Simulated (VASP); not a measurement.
Write the native input for VASP 6.6.1 that does the following.

```yaml
Task: relaxation of cell and atoms
Functional: PBE
Potentials_or_basis: VASP PAW PBE potentials, release 64 (In, As)
Cutoff: 520 eV
k_mesh: 10 × 10 × 10
Occupations: gaussian, width 0.02 eV
Spin: no spin polarisation
Further_INCAR_settings: ALGO = Fast; EDIFF = 1e-07; IBRION = 2; EDIFFG = -0.002; NSW = 80; ISIF = 3
```

The structure of InAs lies in POSCAR:

```
InAs                                    
1.0
    0.0000000000      3.1054110152      3.1054110152
    3.1054110152      0.0000000000      3.1054110152
    3.1054110152      3.1054110152     -0.0000000000
  In              As            
     1     1
Direct
     0.0000000000000000    1.0000000000000000    1.0000000000000000
     0.2500000000000000    0.2500000000000000    0.2500000000000000
```

The input as run:

INCAR

```
PREC = Accurate
ENCUT = 520
EDIFF = 1E-7
ISMEAR = 0
SIGMA = 0.02
LREAL = False
LASPH = True
NELM = 60
ALGO = Fast
ISIF = 3
LWAVE = False
LCHARG = False
GGA = PE
IBRION = 2
NSW = 80
EDIFFG = -0.002
```

KPOINTS

```
regular mesh
0
Gamma
  10 10 10
```

Potentials or basis: VASP PAW PBE potentials, release 64 (In, As).

Command:

```console
$ cat potpaw_PBE.64/In/POTCAR potpaw_PBE.64/As/POTCAR > POTCAR
$ mpirun -np 1 vasp_std > vasp.out
```

Results of the run:

```yaml
Pressure_after_relaxing: 0.0 GPa
Band_gap_on_the_k_mesh: none (metal or under the smearing width)
```

Caveat: the relaxation stopped at its first step, so nothing moved; this crystal is a semiconductor, whose small gap the functional closes, so the metal is an error of the method.

Wall time 20 s on 1 thread of AMD EPYC 9R45 96-Core Processor (Zen 5), on a shared host, peak memory 0.2 GiB.
